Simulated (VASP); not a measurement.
These are PBEsol GGA, VASP's PBE PAW potentials (set 64) (plane waves; VASP 6.6.1) values and carry that method's errors.

VASP input:

File POSCAR:
```
Si
1
    0.0000000000     2.7178176004     2.7178176004
    2.7178176004    -0.0000000000     2.7178176004
    2.7178176004     2.7178176004     0.0000000000
Si
2
Direct
  0.0000000000   0.0000000000   0.0000000000
  0.2500000000   0.2500000000   0.2500000000
```

**KPOINTS**
```
Automatic mesh
0
gamma
 8 8 8
0 0 0
```

### INCAR
```
ALGO = Normal
EDIFF = 1E-7
ENCUT = 480
GGA = PS
ISIF = 2
ISMEAR = 0
LASPH = T
LCHARG = F
LREAL = F
LWAVE = F
NELM = 100
PREC = Accurate
SIGMA = 0.05
SYSTEM = Si
```

POTCAR, in this order: Si (PBE.64 set). Program: vasp_std.

The resulting files:

### OUTCAR
```
 ion  position               nearest neighbor table
   1  0.000  0.000  0.000-   2 2.35   2 2.35   2 2.35   2 2.35
   2  0.250  0.250  0.250-   1 2.35   1 2.35   1 2.35   1 2.35
  LATTYP: Found a face centered cubic cell.
 ALAT       =     5.4356352008
 Subroutine PRICEL returns:
 Original cell was already a primitive cell.
 Subroutine GETGRP returns: Found 48 space group operations
The static configuration has the point symmetry T_d .
 The point group associated with its full space group is O_h .
The dynamic configuration has the point symmetry T_d .
 Subroutine INISYM returns: Found 48 space group operations
 Subroutine IBZKPT returns following result:
 Found     29 irreducible k-points:

 Following reciprocal coordinates:
            Coordinates               Weight
  0.000000  0.000000  0.000000      1.000000
  0.125000  0.000000  0.000000      8.000000
  0.250000  0.000000  0.000000      8.000000
  0.375000  0.000000  0.000000      8.000000
  0.500000  0.000000  0.000000      4.000000
  0.125000  0.125000  0.000000      6.000000
  0.250000  0.125000  0.000000     24.000000
  0.375000  0.125000  0.000000     24.000000
  0.500000  0.125000  0.000000     24.000000
 -0.375000  0.125000  0.000000     24.000000
 -0.250000  0.125000  0.000000     24.000000
 -0.125000  0.125000  0.000000     12.000000
  0.250000  0.250000  0.000000      6.000000
  0.375000  0.250000  0.000000     24.000000
  0.500000  0.250000  0.000000     24.000000
 -0.375000  0.250000  0.000000     24.000000
 -0.250000  0.250000  0.000000     12.000000
  0.375000  0.375000  0.000000      6.000000
  0.500000  0.375000  0.000000     24.000000
 -0.375000  0.375000  0.000000     12.000000
  0.500000  0.500000  0.000000      3.000000
  0.375000  0.250000  0.125000     24.000000
  0.500000  0.250000  0.125000     48.000000
...
```

OSZICAR:
```
       N       E                     dE             d eps       ncg     rms          rms(c)
DAV:   1     0.530328979619E+01    0.53033E+01   -0.30829E+03   464   0.721E+02
DAV:   2    -0.114708085678E+02   -0.16774E+02   -0.16547E+02   696   0.806E+01
DAV:   3    -0.117105233248E+02   -0.23971E+00   -0.23661E+00   584   0.115E+01
DAV:   4    -0.117118777591E+02   -0.13544E-02   -0.13544E-02   784   0.913E-01
DAV:   5    -0.117118788712E+02   -0.11122E-05   -0.11122E-05   560   0.177E-02    0.495E+00
DAV:   6    -0.115585880724E+02    0.15329E+00   -0.96987E-02   568   0.158E+00    0.297E+00
DAV:   7    -0.114887411543E+02    0.69847E-01   -0.16983E-01   568   0.218E+00    0.187E-01
DAV:   8    -0.114891949473E+02   -0.45379E-03   -0.42875E-03   528   0.500E-01    0.705E-02
DAV:   9    -0.114892497125E+02   -0.54765E-04   -0.82169E-05   696   0.760E-02    0.512E-02
DAV:  10    -0.114892601280E+02   -0.10415E-04   -0.10763E-05   552   0.241E-02    0.979E-03
DAV:  11    -0.114892598540E+02    0.27399E-06   -0.22057E-07   728   0.328E-03    0.164E-03
DAV:  12    -0.114892598665E+02   -0.12476E-07   -0.11967E-07   512   0.278E-03
   1 F= -.11489260E+02 E0= -.11489260E+02  d E =-.439844E-14
```

OUTCAR:
```
------------------------ aborting loop because EDIFF is reached ----------------------------------------
  FORCE on cell =-STRESS in cart. coord.  units (eV):
  Direction    XX          YY          ZZ          XY          YZ          ZX
  --------------------------------------------------------------------------------------
  Total        0.0026053      0.0026053      0.0026053      0.0000000     -0.0000000      0.0000000
  in kB        0.1039616      0.1039616      0.1039616      0.0000000     -0.0000000      0.0000000
  external PRESSURE =       0.1039616 kB  Pullay stress =       0.0000000 kB
  volume of cell :       40.15
      direct lattice vectors                 reciprocal lattice vectors
     0.000000000  2.717817600  2.717817600    -0.183971139  0.183971139  0.183971139
     2.717817600  0.000000000  2.717817600     0.183971139 -0.183971139  0.183971139
     2.717817600  2.717817600  0.000000000     0.183971139  0.183971139 -0.183971139
 POSITION                                       TOTAL-FORCE (eV/Angst)
 -----------------------------------------------------------------------------------
      0.00000      0.00000      0.00000        -0.000000     -0.000000     -0.000000
      1.35891      1.35891      1.35891         0.000000      0.000000      0.000000
 -----------------------------------------------------------------------------------
    total drift:                                0.000000      0.000000     -0.000000
  FREE ENERGIE OF THE ION-ELECTRON SYSTEM (eV)
  ---------------------------------------------------
  free  energy   TOTEN  =       -11.4892598665 eV

  energy  without entropy=      -11.4892598665  energy(sigma->0) =      -11.48925987
```
(Selected blocks of OUTCAR.)

**OUTCAR**
```
 val. band max:        5.7641801635   @ k =   0.0000   0.0000   0.0000

 cond. band min:       6.2711755493   @ k =   0.3750   0.3750   0.0000


 Fermi energy:         6.0117459673

 k-point     1 :       0.0000    0.0000    0.0000
  band No.  band energies     occupation
      1      -6.2078      2.00000
      2       5.7642      2.00000
      3       5.7642      2.00000
      4       5.7642      2.00000
      5       8.2796      0.00000
      6       8.2796      0.00000
      7       8.2796      0.00000
      8       9.0574      0.00000

 k-point     2 :       0.1250    0.0000    0.0000
  band No.  band energies     occupation
      1      -6.0034      2.00000
      2       4.1521      2.00000
      3       5.4723      2.00000
      4       5.4723      2.00000
      5       8.2017      0.00000
      6       8.7066      0.00000
      7       8.7066      0.00000
      8      10.4093      0.00000

 k-point     3 :       0.2500    0.0000    0.0000
  band No.  band energies     occupation
      1      -5.4065      2.00000
      2       1.8167      2.00000
      3       5.0004      2.00000
      4       5.0004      2.00000
      5       7.7157      0.00000
      6       9.2195      0.00000
      7       9.2195      0.00000
      8      12.5900      0.00000

 k-point     4 :       0.3750    0.0000    0.0000
  band No.  band energies     occupation
      1      -4.5091      2.00000
      2      -0.2092      2.00000
      3       4.6742      2.00000
      4       4.6742      2.00000
      5       7.3484      0.00000
      6       9.1528      0.00000
      7       9.1528      0.00000
      8      13.4451      0.00000

 k-point     5 :       0.5000    0.0000    0.0000
  band No.  band energies     occupation
      1      -3.8648      2.00000
      2      -1.2385      2.00000
      3       4.5629      2.00000
      4       4.5629      2.00000
      5       7.2197      0.00000
      6       9.0375      0.00000
      7       9.0375      0.00000
...
```

The compound is Si in the diamond structure. It was relaxed first.
